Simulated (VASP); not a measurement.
```
Sr
1.0
    0.00000     2.98565     2.98565
    2.98565     0.00000     2.98565
    2.98565     2.98565     0.00000
Sr
1
Direct
  0.00000   0.00000   0.00000
```

Level of theory: AM05 GGA, VASP's PBE PAW potentials (set 64) (plane waves; VASP 6.6.1). Settings: 520 eV cut-off, Gaussian smearing of 0.050 eV, potentials Sr_sv.

Task: Give the energies of bands 5 to 8 at the high-symmetry points, in eV from the Fermi level.

Result: 
| band | Γ | X | U | L | W |
|---|---|---|---|---|---|
| 5 | -3.74 | -0.71 | -0.15 | -1.17 | 0.01 |
| 6 | 2.36 | 0.29 | 0.20 | 0.06 | 0.61 |
| 7 | 2.36 | 1.08 | 0.84 | 2.20 | 0.61 |
| 8 | 2.36 | 5.00 | 3.49 | 2.20 | 2.31 |

It has no gap at this level: it comes out as a metal or semimetal.

The compound is Sr in the fcc structure. It was relaxed first, which changed the volume by -5 %.
